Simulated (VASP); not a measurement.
Level of theory: r2SCAN meta-GGA, VASP's PBE PAW potentials (set 64) (plane waves; VASP).

A VASP calculation is set up with these files.

KPOINTS_OPT:
```
k-points along high-symmetry lines
10
Line-mode
Reciprocal
  0.000000   0.000000   0.000000 ! GAMMA
  0.000000   0.500000   0.000000 ! X

  0.000000   0.500000   0.000000 ! X
  0.500000   0.500000   0.000000 ! M

  0.500000   0.500000   0.000000 ! M
  0.000000   0.000000   0.000000 ! GAMMA

  0.000000   0.000000   0.000000 ! GAMMA
  0.500000   0.500000   0.500000 ! R

  0.500000   0.500000   0.500000 ! R
  0.000000   0.500000   0.000000 ! X

  0.500000   0.500000   0.500000 ! R
  0.500000   0.500000   0.000000 ! M
```

**POSCAR**
```
CsCaF3
4.5244990
  1.0000000785   0.0000000000   0.0000000000
  0.0000000000   1.0000000785   0.0000000000
  0.0000000000   0.0000000000   1.0000000785
Cs Ca F
1 1 3
Cartesian
  0.0000000000   0.0000000000   0.0000000000
  0.5000000392   0.5000000392   0.5000000392
  0.0000000000   0.5000000392   0.5000000392
  0.5000000392   0.0000000000   0.5000000392
  0.5000000392   0.5000000392   0.0000000000
```

INCAR:
```
SYSTEM = CsCaF3
PREC = Accurate; ENCUT = 520; LREAL = .FALSE.
LASPH = .TRUE.
EDIFF = 1E-7; NELM = 100; ALGO = Normal
LMAXMIX = 4; LMIXTAU = .TRUE.
ISMEAR = -5
METAGGA = R2SCAN
ISIF = 2
LWAVE = .FALSE.; LCHARG = .FALSE.; LORBIT = 11
NEDOS = 601
LEFG = .TRUE.
```

File KPOINTS:
```
kpoints
0
Gamma
  6 6 6
0 0 0
```

POTCAR, in this order: Cs_sv Ca_sv F (PBE.64 set). Program: vasp_std.

The resulting files:

### OSZICAR
```
       N       E                     dE             d eps       ncg     rms          rms(c)
DAV:   1     0.335667456703E+03    0.33567E+03   -0.22431E+04   960   0.164E+03
DAV:   2    -0.485456952986E+02   -0.38421E+03   -0.38078E+03  1272   0.406E+02
DAV:   3    -0.723643751560E+02   -0.23819E+02   -0.23769E+02  1216   0.110E+02
DAV:   4    -0.739085533984E+02   -0.15442E+01   -0.15434E+01  1800   0.149E+01
DAV:   5    -0.739164353959E+02   -0.78820E-02   -0.78818E-02  1216   0.113E+00    0.890E+00
DAV:   6    -0.633151621521E+02    0.10601E+02   -0.66486E+00  1184   0.224E+01    0.317E+00
DAV:   7    -0.590718232581E+02    0.42433E+01   -0.23771E+00  1224   0.139E+01    0.219E+00
DAV:   8    -0.655250718209E+02   -0.64532E+01   -0.14987E+00  1144   0.125E+01    0.870E-01
DAV:   9    -0.590576545838E+02    0.64674E+01   -0.10396E+00  1216   0.795E+00    0.984E-01
DAV:  10    -0.600045313919E+02   -0.94688E+00   -0.10167E+00  1056   0.756E+00    0.584E-01
DAV:  11    -0.599792431560E+02    0.25288E-01   -0.23558E-02  1168   0.143E+00    0.468E-01
DAV:  12    -0.599740609707E+02    0.51822E-02   -0.73340E-03  1232   0.595E-01    0.206E-01
DAV:  13    -0.600165234055E+02   -0.42462E-01   -0.24195E-02  1032   0.170E+00    0.106E-01
DAV:  14    -0.600167882316E+02   -0.26483E-03   -0.75674E-04  1584   0.198E-01    0.105E-01
DAV:  15    -0.600175872092E+02   -0.79898E-03   -0.14323E-04  1208   0.904E-02    0.863E-02
DAV:  16    -0.600187500482E+02   -0.11628E-02   -0.14753E-03  1152   0.343E-01    0.631E-02
DAV:  17    -0.600190738825E+02   -0.32383E-03   -0.31550E-04  1160   0.163E-01    0.806E-02
DAV:  18    -0.600190717688E+02    0.21138E-05   -0.19967E-05  1592   0.349E-02    0.810E-02
DAV:  19    -0.600190946307E+02   -0.22862E-04   -0.49254E-06  1056   0.247E-02    0.765E-02
DAV:  20    -0.600190639461E+02    0.30685E-04   -0.48060E-05  1040   0.513E-02    0.573E-02
DAV:  21    -0.600190759792E+02   -0.12033E-04   -0.13249E-05  1040   0.381E-02    0.485E-02
DAV:  22    -0.600190656039E+02    0.10375E-04   -0.26863E-06  1248   0.134E-02    0.438E-02
DAV:  23    -0.600190346724E+02    0.30931E-04   -0.35462E-05  1088   0.426E-02    0.275E-02
DAV:  24    -0.600190311253E+02    0.35472E-05   -0.11232E-05  1200   0.300E-02    0.176E-02
DAV:  25    -0.600190255533E+02    0.55719E-05   -0.52769E-06  1592   0.163E-02    0.988E-03
DAV:  26    -0.600190236784E+02    0.18750E-05   -0.66519E-07  1208   0.740E-03    0.643E-03
DAV:  27    -0.600190209752E+02    0.27032E-05   -0.21596E-06  1200   0.109E-02    0.130E-03
DAV:  28    -0.600190204080E+02    0.56717E-06   -0.21274E-07  1056   0.358E-03    0.412E-04
DAV:  29    -0.600190204617E+02   -0.53661E-07   -0.29599E-08   648   0.161E-03
   1 F= -.60019020E+02 E0= -.60019020E+02  d E =0.000000E+00
       N       E                     dE             ncg
       N       E                     dE             ncg
       N       E                     dE             ncg
```

**OUTCAR**
```
------------------------ aborting loop because EDIFF is reached ----------------------------------------
  FORCE on cell =-STRESS in cart. coord.  units (eV):
  Direction    XX          YY          ZZ          XY          YZ          ZX
  --------------------------------------------------------------------------------------
  Total        0.0292156      0.0292156      0.0292156     -0.0000000     -0.0000000      0.0000000
  in kB        0.5053758      0.5053758      0.5053758     -0.0000000     -0.0000000      0.0000000
  external PRESSURE =       0.5053758 kB  Pullay stress =       0.0000000 kB
  volume of cell :       92.62
      direct lattice vectors                 reciprocal lattice vectors
     4.524499355  0.000000000  0.000000000     0.221018929  0.000000000  0.000000000
     0.000000000  4.524499355  0.000000000     0.000000000  0.221018929  0.000000000
     0.000000000  0.000000000  4.524499355     0.000000000  0.000000000  0.221018929
 POSITION                                       TOTAL-FORCE (eV/Angst)
 -----------------------------------------------------------------------------------
      0.00000      0.00000      0.00000         0.000000      0.000000      0.000000
      2.26225      2.26225      2.26225         0.000000      0.000000      0.000000
      0.00000      2.26225      2.26225         0.000000      0.000000      0.000000
      2.26225      0.00000      2.26225         0.000000      0.000000      0.000000
      2.26225      2.26225      0.00000         0.000000      0.000000      0.000000
 -----------------------------------------------------------------------------------
    total drift:                                0.000000      0.000000      0.000000
  FREE ENERGIE OF THE ION-ELECTRON SYSTEM (eV)
  ---------------------------------------------------
  free  energy   TOTEN  =       -60.0190204617 eV

  energy  without entropy=      -60.0190204617  energy(sigma->0) =      -60.01902046

 total charge

# of ion       s       p       d       tot
------------------------------------------
    1        1.849   4.729   0.025   6.604
    2        2.024   5.881   0.230   8.135
    3        1.736   4.395   0.000   6.131
    4        1.736   4.395   0.000   6.131
    5        1.736   4.395   0.000   6.131
--------------------------------------------------
tot          9.082  23.794   0.256  33.131
```
(Selected blocks of OUTCAR.)

The structure comes from a computed database's CsCaF3 entry (Pm-3m); how it stands against other phases isn't given here. It was relaxed first.
